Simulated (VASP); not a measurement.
MoTe2: energy against strain

MoTe2 (2H layered, P6_3/mmc, 24.603 Å³/atom and stress up to 0.13 GPa in the relaxed cell, c along z) under a strain ε along c (axis z), the other axes held. PBEsol in VASP (plane waves, PAW), 480 eV, 12×12×4 Γ-centred mesh, Gaussian smearing 0.05 eV; ions are relaxed, or left where forces stay under 0.02 eV/Å, within the symmetry of each cell.

Here s stands for strain and y for E less E0.

| strain (%) | E less E0 (meV/atom) |
|---|---|
| -3.00 | ? |
| -1.50 | 1.00 |
| -1.00 | 0.49 |
| -0.50 | 0.16 |
| 0.00 | 0.00 |
| 0.50 | 0.00 |
| 1.00 | 0.13 |
| 1.50 | 0.38 |

Problem. Fit y against s with a parabola, and predict the withheld value at s = -3.00.

Solution. Least squares gives y = 0.003 - 0.1957·s + 0.3057·s². Residuals (row less fit): 0.016, -0.014, -0.017, -0.003, 0.018, 0.017, -0.017; standard error 0.021 (degrees of freedom: 4). Twice the quadratic coefficient over the volume, 2 × 0.3057 meV × 10⁴ × 0.1602 / 24.603 Å³, is the elastic constant C33 = 40 ± 1 GPa (± standard error of the fit, which holds the terms cut off). At the withheld row, y = 0.003 - 0.1957 × (-3.0) + 0.3057 × (-3.0)² = 3.341 meV/atom. The calculation gives 3.95 meV/atom, 0.609 meV/atom above the prediction (15.4 % of the range of y in the table). The row lies outside the fitted rows, so this is an extrapolation. From the scatter of the fitted rows alone, a prediction at this place has a standard error of 0.078 meV/atom, so the miss is 7.8 times that.

A polynomial of degree 3 through the 12 other runs of the series gives 3.91 there, so most of the miss is curvature that the fit leaves out. Spin-orbit coupling is left out, which can shift these values for the heavy elements here. For MoTe2: without a dispersion term in the relaxation, distances and binding between the weakly bound layers, chains or molecules are unreliable, and so is what depends on them. Rows are the converged runs of the series near zero and its far end, less any whose ions stayed unrelaxed beside relaxed ones; series whose fitted rows scatter by over a few per cent of the range, as at a crossing or softening among them, aren't shown in this form. Most that stay on the fit to the last digits aren't either.
